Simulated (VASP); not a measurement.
Computed with PBE GGA, VASP's PBE PAW potentials (set 64) (plane waves; VASP 6.6.1).

The input files of a VASP run:

INCAR:
```
# general
SYSTEM  = SbAs
PREC    = Accurate
ENCUT   = 520
LREAL   = .FALSE.
LASPH   = .TRUE.

# electronic loop
EDIFF   = 1E-6
NELM    = 100
ALGO    = Normal   # blocked Davidson
LMAXMIX = 4   # l cut-off of mixed one-centre charges

# smearing
ISMEAR  = 0
SIGMA   = 0.05   # width (eV)

# functional
GGA     = PE   # PBE

# ions
ISIF    = 2

# output
LWAVE   = .FALSE.
LCHARG  = .FALSE.
```

POSCAR:
```
SbAs
4.2518410
  1.0000000000   0.0000000000   0.0000000000
 -0.5000001176   0.8660253288   0.0000000000
  0.0000000000   0.0000000000   1.3937553168
As Sb
2 2
Cartesian
  0.0000000000   0.0000000000   0.0000000000
  0.0000000000   0.0000000000   0.6968776584
 -0.0000005784   0.5773505079   0.3484388292
  0.5000004608   0.2886748209   1.0453164876
```

KPOINTS:
```
Automatic mesh
0
Gamma
6 6 4
0 0 0
```

POTCAR, in this order: As Sb (PBE.64 set). Program: vasp_std.

What VASP printed:

### OSZICAR
```
       N       E                     dE             d eps       ncg     rms          rms(c)
DAV:   1     0.906458232860E+02    0.90646E+02   -0.75356E+03   588   0.118E+03
DAV:   2    -0.997648261881E+01   -0.10062E+03   -0.98013E+02   754   0.181E+02
DAV:   3    -0.161152009153E+02   -0.61387E+01   -0.60588E+01   756   0.487E+01
DAV:   4    -0.162093960510E+02   -0.94195E-01   -0.93355E-01   724   0.624E+00
DAV:   5    -0.162110110980E+02   -0.16150E-02   -0.16143E-02   762   0.770E-01    0.481E+00
DAV:   6    -0.161218739403E+02    0.89137E-01   -0.28829E-01   692   0.225E+00    0.296E+00
DAV:   7    -0.161167161155E+02    0.51578E-02   -0.30259E-02   696   0.101E+00    0.851E-01
DAV:   8    -0.161155571608E+02    0.11590E-02   -0.29139E-03   732   0.305E-01    0.115E-01
DAV:   9    -0.161155745898E+02   -0.17429E-04   -0.56543E-04   684   0.146E-01    0.708E-02
DAV:  10    -0.161155719430E+02    0.26468E-05   -0.20171E-05   756   0.308E-02    0.341E-02
DAV:  11    -0.161155721131E+02   -0.17009E-06   -0.27087E-05   686   0.275E-02    0.721E-03
DAV:  12    -0.161155716286E+02    0.48450E-06   -0.35377E-06   484   0.112E-02
   1 F= -.16115572E+02 E0= -.16112299E+02  d E =-.654607E-02
```

File OUTCAR:
```
------------------------ aborting loop because EDIFF is reached ----------------------------------------
  FORCE on cell =-STRESS in cart. coord.  units (eV):
  Direction    XX          YY          ZZ          XY          YZ          ZX
  --------------------------------------------------------------------------------------
  Total        3.8534585      3.8534579      8.7692510     -0.0000005     -0.0000000      0.0000000
  in kB       66.5446421     66.5446306    151.4345272     -0.0000090     -0.0000000      0.0000000
  external PRESSURE =      94.8412667 kB  Pullay stress =       0.0000000 kB
  volume of cell :       92.78
      direct lattice vectors                 reciprocal lattice vectors
     4.251841000  0.000000000  0.000000000     0.235192238  0.135788346  0.000000000
    -2.125921000  3.682202000  0.000000000     0.000000000  0.271576627  0.000000000
     0.000000000  0.000000000  5.926026000     0.000000000  0.000000000  0.168747150
 POSITION                                       TOTAL-FORCE (eV/Angst)
 -----------------------------------------------------------------------------------
      0.00000      0.00000      0.00000        -0.000000      0.000000      0.000000
      0.00000      0.00000      2.96301        -0.000000      0.000000      0.000000
     -0.00000      2.45480      1.48151        -0.000000      0.000000      0.000000
      2.12592      1.22740      4.44452         0.000000     -0.000000      0.000000
 -----------------------------------------------------------------------------------
    total drift:                                0.000000     -0.000000      0.000000
  FREE ENERGIE OF THE ION-ELECTRON SYSTEM (eV)
  ---------------------------------------------------
  free  energy   TOTEN  =       -16.1155716286 eV

  energy  without entropy=      -16.1090255612  energy(sigma->0) =      -16.11229859
```
(Selected blocks of OUTCAR.)

File OUTCAR:
```
 val. band max:        7.5735095134   @ k =   0.3333   0.0000   0.0000

 cond. band min:       7.6220904004   @ k =   0.1667   0.0000   0.2500


 Fermi energy:         7.6025433043

 k-point     1 :       0.0000    0.0000    0.0000
  band No.  band energies     occupation
      1      -6.8676      2.00000
      2      -3.3126      2.00000
      3      -2.3556      2.00000
      4       1.9104      2.00000
      5       4.2109      2.00000
      6       4.2109      2.00000
      7       5.9997      2.00000
      8       6.4298      2.00000
      9       6.4298      2.00000
     10       7.1224      2.00000
     11       7.1224      2.00000
     12       7.5719      1.61407
     13       8.1913      0.00000
     14      10.6350      0.00000

 k-point     2 :       0.1667    0.0000    0.0000
  band No.  band energies     occupation
      1      -6.6068      2.00000
      2      -3.1195      2.00000
      3      -2.1636      2.00000
      4       0.4363      2.00000
      5       3.6056      2.00000
      6       3.7963      2.00000
      7       5.0994      2.00000
      8       5.7294      2.00000
      9       6.9331      2.00000
     10       7.0298      2.00000
     11       8.0136      0.00000
     12       8.5454      0.00000
     13       9.3331      0.00000
     14       9.6456      0.00000

 k-point     3 :       0.3333    0.0000    0.0000
  band No.  band energies     occupation
      1      -5.8862      2.00000
      2      -2.6544      2.00000
      3      -2.1701      2.00000
      4      -0.9767      2.00000
      5       2.1126      2.00000
      6       2.8758      2.00000
      7       3.3240      2.00000
      8       6.6069      2.00000
      9       6.6094      2.00000
     10       7.2909      2.00000
     11       7.5735      1.58847
     12       7.9234      0.00000
     13      10.4166      0.00000
     14      10.7411      0.00000

 k-point     4 :       0.5000    0.0000    0.0000
  band No.  band energies     occupation
...
```

Unless said otherwise, spin-orbit coupling is left out, though it shifts the bands of the heavy elements here.

The structure was generated: SbAs was put into the NiAs type (P6_3/mmc), which need not be its known phase. The cell was not relaxed at this level. The run is one of a series of settings (ENCUT = 520 against the base run), some of them coarse on purpose.
